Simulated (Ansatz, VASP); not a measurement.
**LiBe6Si in two plane-wave programs**

Wanted: the spread between two codes on one cell, functional and k mesh. The cell is generated by rule, not measured, and may not be a known phase. The cell is taken from a series of runs on this material, whose earlier steps may have relaxed, scaled, displaced or heated it; both programs get it as it stands.

Main program and level: Ansatz 0.2.0; plane waves, with VASP 6.6.1 beside it; relaxation of cell and atoms at PBEsol.

The structure was built from a prototype and need not be the compound's stable phase.

## (1) The structure

Symmetry: Fm-3m, No. 225, cubic system. The conventional cell has a = 6.677 Å, b = 6.677 Å, c = 6.677 Å, α = 90.00°, β = 90.00°, γ = 90.00°. Nearest to Li lie 12 Be at 2.36 Å. Be has 2 Si at 2.36 Å and 8 Be at 2.36 Å and 2 Li at 2.36 Å nearest. Si has 12 Be at 2.36 Å nearest. Farther neighbours are not listed.

## (2) Ansatz: relaxation of cell and atoms, PBEsol

Ansatz runs on norm-conserving files, of PseudoDojo where its log says so.

The relaxed volume is the usual yardstick between codes: in a stiff, nearly cubic crystal its relative difference is about their pressure difference at one cell divided by the bulk modulus.

input.yaml

```yaml
crystal:
  lattice:
    - [0.0, 3.338401096, 3.338401096]
    - [3.338401096, 0.0, 3.338401096]
    - [3.338401096, 3.338401096, 0.0]
  atoms:
    - { symbol: Li, position: [0.5, 0.5, 0.5] }
    - { symbol: Be, position: [0.5, 0.0, 0.0] }
    - { symbol: Be, position: [0.5, 0.5, 0.0] }
    - { symbol: Be, position: [0.0, 0.5, 0.5] }
    - { symbol: Be, position: [0.0, 0.0, 0.5] }
    - { symbol: Be, position: [0.0, 0.5, 0.0] }
    - { symbol: Be, position: [0.5, 0.0, 0.5] }
    - { symbol: Si, position: [0.0, 0.0, 0.0] }
kpoints:
  mp_grid: { grid: [10, 10, 10] }
hamiltonian:
  xc: pbesol
  pseudopotentials: { kind: nc }
scf:
  occupations: { method: gaussian, width: 0.1 }
output:
  forces: true
  stress: true
  eigenvalues: true
  write_density: true
  write_potential: true
  elf: true
  volumetric_format: npy
relax:
  adjacent_minimum: "off"
  f_tol: 0.005
  max_steps: 80
  cell: { stress_tol: 0.05 }
```

Command:

```
$ ansatz run input.yaml --threads 8 --pin off --max-ram 14336MiB --backend cpu --events-out ev --progress --plain --runs-dir out
```

Numbers of over 12 decimals in the logs are rounded to 6 here.

The log of the run:

```text
Engine: ansatz 0.2.0, aarch64-unknown-linux-gnu
Pseudopotentials: kind: nc
Pseudopotential: Li, nc, valence charge 3, recommended cutoff 1006.821291 eV (normal), Li.nc.azcp (PseudoDojo's, or run here from an input of PseudoDojo's: the run reads no file of this project's for it)
Pseudopotential: Be, nc, valence charge 4, recommended cutoff 1197.300995 eV (normal), Be.nc.azcp (PseudoDojo's, or run here from an input of PseudoDojo's: the run reads no file of this project's for it)
Pseudopotential: Si, nc, valence charge 4, recommended cutoff 489.804952 eV (normal), Si.nc.azcp (PseudoDojo's, or run here from an input of PseudoDojo's: the run reads no file of this project's for it)
Functional definition: PBEsol
  exchange = pbesol_x
  correlation = pbesol_c
Crystal: 8 atoms, lattice volume = 74.412 Å³
Basis set: ecut = 1197.300995 eV, 6879 PW (Γ), exchange–correlation on 108×108×108 points (8 copies of the dense FFT grid, shifted against one another)
Bands: 24, of which v1, the nominal top of the filled ones, is band 16 counted from 1 (15 counted from 0)
Symmetry: 48 space group operations
Space group: Fm-3m (ITA 225), of the structure as read, at distance tolerance 4.2e-5 Å
k-points: 47 of 1000
Non-local potential: Li, projectors of the file, l = 0: 2, l = 1: 2
Non-local potential: Be, projectors of the file, l = 0: 2, l = 1: 2
Non-local potential: Si, projectors of the file, l = 0: 2, l = 1: 2, l = 2: 2
Initial density: superposition of atomic densities (chi_scale 0.1, normalization cell, long waves kept (reshape's long-wave potential 0.00 eV rms))
Initial wavefunctions: pseudopotential atomic-orbital guess
Functional: x = pbesol(κ = 0.804, μ = 0.123457), c = pbesol(β = 0.046)
SCF iter   1: F=—  HF=-2574.680197 eV  |F-HF|=—  |Δ(HF+E_count)|=         —  Δρ=3.38e-2  dr2=9.89e-1  ethr=3.10e-3  ⟨swp⟩=6.7  Hψ=6281  notcnv=0  defer=6
preconditioner: auto → Kerker (q_TF=auto, 2.358 Å⁻¹)  [metal: Δε(μ)=0.015 eV  Ē_g=8.744 eV  σ=0.100 eV  W_gap=0.09  n_scr=14 (ndim 8)  ℏωp=17.7 eV  f_vac=0.000  D(μ)=2.68/eV (n_scr^D=14)]
SCF iter   2: F=—  HF=-2574.456707 eV  |F-HF|=—  |Δ(HF+E_count)|=   2.23e-1  Δρ=1.84e-2  dr2=3.38e-1  ethr=3.10e-3  ⟨swp⟩=1.4  Hψ=1541  notcnv=0  defer=32
SCF iter   3: F=—  HF=-2574.340957 eV  |F-HF|=—  |Δ(HF+E_count)|=   1.16e-1  Δρ=2.30e-3  dr2=4.03e-3  ethr=1.09e-3  ⟨swp⟩=2.9  Hψ=1810  notcnv=0  defer=106
SCF iter   4: F=—  HF=-2574.339554 eV  |F-HF|=—  |Δ(HF+E_count)|=   1.40e-3  Δρ=5.33e-4  dr2=3.30e-4  ethr=1.30e-5  ⟨swp⟩=2.0  Hψ=1608  notcnv=0  defer=104
SCF iter   5: F=—  HF=-2574.339459 eV  |F-HF|=—  |Δ(HF+E_count)|=   9.43e-5  Δρ=9.80e-5  dr2=5.58e-6  ethr=1.07e-6  ⟨swp⟩=2.0  Hψ=1399  notcnv=0  defer=104
SCF iter   6: F=—  HF=-2574.339367 eV  |F-HF|=—  |Δ(HF+E_count)|=   9.23e-5  Δρ=6.87e-6  dr2=3.01e-8  ethr=3.23e-10  ⟨swp⟩=13.4  Hψ=8609  notcnv=0
SCF iter   7: F=-2574.339367 eV  HF=-2574.339367 eV  |F-HF|=4.51e-10  |Δ(HF+E_count)|=   7.22e-9  Δρ=1.35e-6  dr2=1.11e-9  ethr=9.71e-11  ⟨swp⟩=5.7  Hψ=5224  notcnv=0
SCF 1 converged in 7 iterations: F = -2574.339367 eV  dr2 = 1.11e-9
relax step   1: F+E_penalty+E_count = -2574.33936702 eV  Δ(F+E_penalty+E_count) = +0.000e0 eV  max|allowed force component| = 4.489e-28 eV/Å  Δτ_max = 0.0000 Å  P = +0.523 GPa  Ω = 74.412 Å³  (7 SCF iters, dr2 threshold 1.00e-7 eV, accepted)
[...]
relax step   2: F+E_penalty+E_count = -2574.33986498 eV  Δ(F+E_penalty+E_count) = -4.980e-4 eV  max|allowed force component| = 1.978e-28 eV/Å  Δτ_max = 0.0000 Å  P = +0.193 GPa  Ω = 74.656 Å³  energy of the carried Pulay correction = -4.548e-5 eV  (3 SCF iters, dr2 threshold 6.84e-7 eV, accepted)
[...]
relax step   3: F+E_penalty+E_count = -2574.33992489 eV  Δ(F+E_penalty+E_count) = -5.991e-5 eV  max|allowed force component| = 2.795e-28 eV/Å  Δτ_max = 0.0000 Å  P = +0.001 GPa  Ω = 74.799 Å³  energy of the carried Pulay correction = -7.221e-5 eV  (4 SCF iters, dr2 threshold 9.35e-8 eV, accepted)
[...]
relax step   4: F+E_penalty+E_count = -2574.34000166 eV  Δ(F+E_penalty+E_count) = -7.677e-5 eV  max|allowed force component| = 2.440e-28 eV/Å  Δτ_max = 0.0000 Å  P = +0.005 GPa  Ω = 74.799 Å³  stress off target by 4.52e-3 GPa  SCF on the basis re-selected at this cell (its energy is not comparable with the rows above)  (3 SCF iters)
basis re-selected at this cell: Δ(F+E_penalty+E_count) = -7.677e-5 eV, ΔP = +0.004 GPa vs the last step (what re-selecting the basis moved, of the pressure what is left beyond the Pulay correction that the steps carried, after the strain that the cell walked since its last selection, with what the two solves' SCF thresholds leave and, on support functions, any second-order correction that the steps lacked; it is no m [...]
SCF converged after 3 iterations
Free energy (F): -2574.340002 eV
Harris-Foulkes:  -2574.340002 eV  (|F-HF|=2.27e-12)
Internal energy: -2574.326569 eV  (E = F + TS)
E sigma→0 (E₀):  -2574.333285 eV
Entropy (-TS):   -0.013433 eV (-1.679 meV/atom)
Fermi energy:    8.233725 eV
--- Per-component energies (eV) ---
  E_band       = -1113.877950
  E_kinetic    = 1603.048278
  E_local      = -1144.887756  (includes V_loc(G=0)·N_el)
  E_nonlocal   = -1769.079638
  E_hartree    = 402.809164
  E_xc         = -476.767689
  E_vxc        = -608.577193  (∫ρ·V_xc dr)
  E_ewald      = -1189.448928
  E_smearing   = -0.013433  (= −TS)
  E_closure    = 0.000000  (closes the sum)
  Σ components = -2574.340002   (vs F -2574.340002, Δ=0.00e0)
--- Forces (eV/Å), atoms counted from 1 ---
  atom   1  Li     0.00000000    -0.00000000    -0.00000000
  atom   2  Be     0.00000000    -0.00000000    -0.00000000
  atom   3  Be     0.00000000     0.00000000     0.00000000
  atom   4  Be     0.00000000    -0.00000000    -0.00000000
  atom   5  Be     0.00000000    -0.00000000    -0.00000000
  atom   6  Be     0.00000000    -0.00000000     0.00000000
  atom   7  Be     0.00000000    -0.00000000    -0.00000000
  atom   8  Si    -0.00000000     0.00000000     0.00000000
  max |Σ_I F_I| component: 1.85e-27 eV/Å
--- Stress (GPa, compression-positive) ---
        0.004517      -0.000000      -0.000000
       -0.000000       0.004517      -0.000000
       -0.000000      -0.000000       0.004517
  P = ⅓ Tr σ = 0.0045 GPa (0.045 kbar)
--- Band table (eV; the first three rows and the last of 47) ---
  k-point 0: bands = [... 12 lower, 5.8718, 6.4090, 6.4090, 6.4090, 7.4958, 7.4958, 7.4958, 10.6702, ... 4 higher]
  k-point 1: bands = [... 12 lower, 5.8920, 6.2367, 6.2367, 6.6101, 7.6240, 7.6240, 8.0909, 10.9409, ... 4 higher]
  k-point 2: bands = [... 12 lower, 5.6873, 5.8626, 5.8626, 7.3859, 7.9684, 7.9684, 9.4300, 11.5680, ... 4 higher]
  k-point 46: bands = [... 12 lower, 4.9752, 6.1717, 6.5264, 9.0613, 9.9395, 10.4308, 10.5439, 12.4888, ... 4 higher]
--- Relaxed structure (3 steps of the walk, 3 accepted, 1 SCFs on fresh bases) ---
  F+E_penalty+E_count = -2574.34000166 eV   max|allowed force component| = 2.440e-28 eV/Å   (the final SCF, on the basis selected at the relaxed cell)
  cell:  # Å, volume = 74.7994 Å³
    - [0, 3.344178, 3.344178]
    - [3.344178, 0, 3.344178]
    - [3.344178, 3.344178, 0]
  atoms:
    - { symbol: Li, position: [0.500000, 0.500000, 0.500000] }
    - { symbol: Be, position: [0.500000, 0.0, 0.0] }
    - { symbol: Be, position: [0.500000, 0.500000, 0.0] }
    - { symbol: Be, position: [0.0, 0.500000, 0.500000] }
    - { symbol: Be, position: [0, 0, 0.500000] }
    - { symbol: Be, position: [0.0, 0.500000, 0.0] }
    - { symbol: Be, position: [0.500000, 0.0, 0.500000] }
    - { symbol: Si, position: [0, 0, 0] }
```

In the SCF lines HF is the Harris–Foulkes energy and dr2 the Hartree energy of the density residual, in eV; the loop may stop once dr2 is under the threshold and the program's other checks hold. Hψ counts applications of the Hamiltonian.

(Part 1 of 2 ends here.)

[Lines on the potential files, build, host, timing and source positions are cut from VASP's logs without a mark.]

[Logs are printed without paths, hosts, clocks, repeated set-up lines and the standing remarks that a program may print on its own settings, such as how far it seeks lower states.]

[Hosts, paths, dates, database ids (printed as entryN), source tags and the programs' standing remarks are cut or masked in the printed files.]
